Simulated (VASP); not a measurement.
The input files of a VASP run:

KPOINTS:
```
Regular mesh
0
Gamma
 14 14 14
```

File POSCAR:
```
RuAl
1
   -0.0000000000     2.4636791398     2.4636791398
    2.4636791398     0.0000000000     2.4636791398
    2.4636791398     2.4636791398    -0.0000000000
Ru Al
1 1
Direct
  0.0000000000   0.0000000000   0.0000000000
  0.5000000000   0.5000000000   0.5000000000
```

### INCAR
```
SYSTEM = RuAl
PREC = Accurate
ENCUT = 400
EDIFF = 1E-7
NELM = 100
ALGO = Normal
LREAL = .FALSE.
LASPH = .TRUE.
ISMEAR = -5
GGA = PS
LMAXMIX = 4
LWAVE = .FALSE.
LCHARG = .TRUE.
LORBIT = 11
NEDOS = 601
ISIF = 2
```

POTCAR, in this order: Ru_pv Al (PBE.64 set). Program: vasp_std.

### Question
Write an equivalent input for Ansatz.

### Answer
One equivalent input (not run):
Ansatz 0.2 input:
```yaml
crystal:
  lattice:
    - [0.0000000, 2.4636791, 2.4636791]
    - [2.4636791, 0.0000000, 2.4636791]
    - [2.4636791, 2.4636791, 0.0000000]
  atoms:
    - { symbol: Ru, position: [0.0000000, 0.0000000, 0.0000000] }
    - { symbol: Al, position: [0.5000000, 0.5000000, 0.5000000] }
kpoints:
  mp_grid: { grid: [14, 14, 14] }
hamiltonian:
  xc: pbesol
  pseudopotentials: { kind: paw }
scf:
  occupations: { method: tetrahedron }
  max_iter: 100
output: { forces: true, stress: true, eigenvalues: true }
```
Limits of the translation: each code has its own PAW files, so the cut-off isn't converted (ENCUT is set for VASP's; basis.ecutwfc is left out, and Ansatz then takes the one that its files recommend); Ansatz stops its SCF on the density residual and VASP on the energy change (EDIFF).

The structure was generated: RuAl was put into the rock salt type (Fm-3m), which need not be its known phase. It was relaxed first, which changed the volume by -38 %.
